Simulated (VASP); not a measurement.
Computed with PBE GGA with D4 dispersion, VASP's PBE PAW potentials (set 64) (plane waves; VASP).

The input files of a VASP run:

### INCAR
```
SYSTEM = MgO
PREC = Accurate
ENCUT = 520
EDIFF = 1E-7
NELM = 100
ALGO = Normal
LREAL = .FALSE.
LASPH = .TRUE.
ISMEAR = 0
SIGMA = 0.05
GGA = PE
IVDW = 13
LWAVE = .FALSE.
LCHARG = .FALSE.
ISIF = 2
```

File KPOINTS:
```
Automatic mesh
0
Gamma
11 11 11
0 0 0
```

POSCAR:
```
MgO
2.9533470
  0.0000000000   0.7071067526   0.7071067526
  0.7071067526   0.0000000000   0.7071067526
  0.7071067526   0.7071067526   0.0000000000
Mg O
1 1
Direct
  0.0000000000   0.0000000000   0.0000000000
  0.5000000000   0.5000000000   0.5000000000
```

POTCAR, in this order: Mg O (PBE.64 set). Program: vasp_std.

What VASP printed:

### OSZICAR
```
       N       E                     dE             d eps       ncg     rms          rms(c)
DAV:   1     0.108734672258E+02    0.10873E+02   -0.48997E+03  1048   0.893E+02
DAV:   2    -0.131608389000E+02   -0.24034E+02   -0.23224E+02  1112   0.137E+02
DAV:   3    -0.134527120944E+02   -0.29187E+00   -0.29187E+00  1160   0.164E+01
DAV:   4    -0.134531289851E+02   -0.41689E-03   -0.41689E-03  1232   0.548E-01
DAV:   5    -0.134531292334E+02   -0.24833E-06   -0.24833E-06  1216   0.954E-03    0.725E+00
DAV:   6    -0.119050836819E+02    0.15480E+01   -0.98668E+00   896   0.224E+01    0.223E+00
DAV:   7    -0.118919577191E+02    0.13126E-01   -0.37370E-02   952   0.246E+00    0.131E+00
DAV:   8    -0.118869347353E+02    0.50230E-02   -0.22705E-02   896   0.231E+00    0.146E-01
DAV:   9    -0.118868719813E+02    0.62754E-04   -0.35666E-04  1328   0.167E-01    0.700E-02
DAV:  10    -0.118869749616E+02   -0.10298E-03   -0.12170E-04   920   0.119E-01    0.525E-03
DAV:  11    -0.118869750915E+02   -0.12997E-06   -0.50647E-07  1360   0.777E-03    0.248E-03
DAV:  12    -0.118869749853E+02    0.10622E-06   -0.29870E-07   960   0.486E-03    0.227E-04
DAV:  13    -0.118869749766E+02    0.87456E-08   -0.23839E-09   544   0.624E-04
   1 F= -.12227896E+02 E0= -.12227896E+02  d E =-.296391E-18
```

### OUTCAR
```
------------------------ aborting loop because EDIFF is reached ----------------------------------------
  Edisp (eV):   -0.34092
  FORCE on cell =-STRESS in cart. coord.  units (eV):
  Direction    XX          YY          ZZ          XY          YZ          ZX
  --------------------------------------------------------------------------------------
  Total       0.58041     0.58041     0.58041     0.00000     0.00000     0.00000
  in kB      51.05215    51.05215    51.05215     0.00000     0.00000     0.00000
  external pressure =       51.05 kB  Pullay stress =        0.00 kB
  volume of cell :       18.21
      direct lattice vectors                 reciprocal lattice vectors
     0.000000000  2.088331606  2.088331606    -0.239425577  0.239425577  0.239425577
     2.088331606  0.000000000  2.088331606     0.239425577 -0.239425577  0.239425577
     2.088331606  2.088331606  0.000000000     0.239425577  0.239425577 -0.239425577
  FREE ENERGIE OF THE ION-ELECTRON SYSTEM (eV)
  ---------------------------------------------------
  free  energy   TOTEN  =       -12.2278959913 eV

  energy  without entropy=      -12.2278959913  energy(sigma->0) =      -12.22789599
```
(Selected blocks of OUTCAR.)

The compound is MgO in the rock salt structure. This cell is one point of a volume scan, at 0.97 of the reference volume.
